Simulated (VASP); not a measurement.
Calculation: r2SCAN meta-GGA, VASP's PBE PAW potentials (set 64) (plane waves; VASP 6.6.1).

Input for VASP

INCAR:
```
LMIXTAU = .TRUE.
NELM = 100   ! most electronic steps
LASPH = .TRUE.   ! aspherical one-centre terms
CSHIFT = 0.1
SYSTEM = AlN
LCHARG = .FALSE.
SIGMA = 0.01
EDIFF = 1E-7
LREAL = .FALSE.
LOPTICS = .TRUE.
PREC = Accurate
ALGO = Normal   ! blocked Davidson
LPEAD = .TRUE.
METAGGA = R2SCAN
LWAVE = .FALSE.
ISMEAR = 0
NBANDS = 24
NEDOS = 1001   ! DOS grid
ENCUT = 520
```

File KPOINTS:
```
kpoints
0
G
 13 13 13
```

File POSCAR:
```
AlN
2.1839950
  0.0000000000   1.0000000000   1.0000000000
  1.0000000000   0.0000000000   1.0000000000
  1.0000000000   1.0000000000   0.0000000000
Al N
1 1
Direct
  0.0000000000   0.0000000000   0.0000000000
  0.7500000000   0.7500000000   0.7500000000
```

POTCAR, in this order: Al N (PBE.64 set). Program: vasp_std.

Output

File OSZICAR:
```
       N       E                     dE             d eps       ncg     rms          rms(c)
DAV:   1     0.120697618447E+02    0.12070E+02   -0.33497E+03  4040   0.287E+02
DAV:   2    -0.226988581237E+02   -0.34769E+02   -0.33515E+02  5232   0.969E+01
DAV:   3    -0.235119681045E+02   -0.81311E+00   -0.81088E+00  5224   0.124E+01
DAV:   4    -0.235151895709E+02   -0.32215E-02   -0.32213E-02  5104   0.841E-01
DAV:   5    -0.235152139345E+02   -0.24364E-04   -0.24363E-04  5360   0.656E-02    0.888E+00
DAV:   6    -0.188368141554E+02    0.46784E+01   -0.50557E+00  4992   0.686E+00    0.377E+00
DAV:   7    -0.193150322037E+02   -0.47822E+00   -0.10516E+00  5360   0.303E+00    0.236E+00
DAV:   8    -0.186803178101E+02    0.63471E+00   -0.82860E-01  4560   0.238E+00    0.168E+00
DAV:   9    -0.191319621305E+02   -0.45164E+00   -0.23486E-01  4416   0.160E+00    0.778E-01
DAV:  10    -0.191702534576E+02   -0.38291E-01   -0.25501E-02  4376   0.632E-01    0.337E-01
DAV:  11    -0.191703310815E+02   -0.77624E-04   -0.12235E-03  5600   0.174E-01    0.313E-01
DAV:  12    -0.191678063841E+02    0.25247E-02   -0.58770E-04  4776   0.948E-02    0.345E-01
DAV:  13    -0.191798632343E+02   -0.12057E-01   -0.37591E-03  4224   0.193E-01    0.336E-01
DAV:  14    -0.191797698434E+02    0.93391E-04   -0.35474E-04  5264   0.897E-02    0.356E-01
DAV:  15    -0.191796209530E+02    0.14889E-03   -0.16318E-04  4824   0.445E-02    0.340E-01
DAV:  16    -0.191795539207E+02    0.67032E-04   -0.19516E-05  5072   0.235E-02    0.319E-01
DAV:  17    -0.191795738051E+02   -0.19884E-04   -0.11190E-05  4856   0.137E-02    0.296E-01
DAV:  18    -0.191796009813E+02   -0.27176E-04   -0.24023E-05  4496   0.187E-02    0.208E-01
DAV:  19    -0.191796312643E+02   -0.30283E-04   -0.11360E-05  4624   0.144E-02    0.152E-01
DAV:  20    -0.191796757057E+02   -0.44441E-04   -0.13737E-05  5272   0.145E-02    0.925E-02
DAV:  21    -0.191796999226E+02   -0.24217E-04   -0.12202E-05  4544   0.134E-02    0.384E-02
DAV:  22    -0.191797286788E+02   -0.28756E-04   -0.45637E-06  4504   0.846E-03    0.815E-03
DAV:  23    -0.191797296803E+02   -0.10015E-05   -0.20687E-07  5312   0.220E-03    0.273E-03
DAV:  24    -0.191797345447E+02   -0.48645E-05   -0.11593E-07  4632   0.148E-03    0.181E-03
DAV:  25    -0.191797320755E+02    0.24693E-05   -0.19413E-08  4576   0.845E-04    0.982E-04
DAV:  26    -0.191797323159E+02   -0.24042E-06   -0.38818E-09  2448   0.314E-04    0.568E-04
DAV:  27    -0.191797320957E+02    0.22022E-06   -0.12925E-09  2240   0.179E-04    0.320E-04
DAV:  28    -0.191797319850E+02    0.11063E-06   -0.49289E-10  2144   0.956E-05    0.479E-05
DAV:  29    -0.191797319423E+02    0.42747E-07   -0.55177E-11  2136   0.359E-05
   1 F= -.19179732E+02 E0= -.19179732E+02  d E =-.254912E-14
 imaginary and real dielectric function
```

### OUTCAR
```
------------------------ aborting loop because EDIFF is reached ----------------------------------------
  FORCE on cell =-STRESS in cart. coord.  units (eV):
  Direction    XX          YY          ZZ          XY          YZ          ZX
  --------------------------------------------------------------------------------------
  Total       -0.0169622     -0.0169622     -0.0169622      0.0000000      0.0000000     -0.0000000
  in kB       -1.3043878     -1.3043878     -1.3043878      0.0000000      0.0000000     -0.0000000
  external PRESSURE =      -1.3043878 kB  Pullay stress =       0.0000000 kB
  volume of cell :       20.83
      direct lattice vectors                 reciprocal lattice vectors
     0.000000000  2.183995000  2.183995000    -0.228938253  0.228938253  0.228938253
     2.183995000  0.000000000  2.183995000     0.228938253 -0.228938253  0.228938253
     2.183995000  2.183995000  0.000000000     0.228938253  0.228938253 -0.228938253
  FREE ENERGIE OF THE ION-ELECTRON SYSTEM (eV)
  ---------------------------------------------------
  free  energy   TOTEN  =       -19.1797319423 eV

  energy  without entropy=      -19.1797319423  energy(sigma->0) =      -19.17973194

 plasma frequency squared (from intraband transitions) (eV^2)
  --------------------------------------------------------------------------------------
       0.000       0.000       0.000
       0.000       0.000       0.000
       0.000       0.000       0.000

 plasma frequency squared (from interband transitions, int dw w eps(2)(w)) (eV^2)
  --------------------------------------------------------------------------------------
     469.967       0.000       0.000       0.000      -0.000       0.000
       0.000      -0.000     469.967       0.000      -0.000       0.000
      -0.000      -0.000      -0.000      -0.000     469.967       0.000
```
(Selected blocks of OUTCAR.)

The structure comes from a computed database's AlN entry (F-43m); how it stands against other phases isn't given here. The cell was not relaxed at this level.
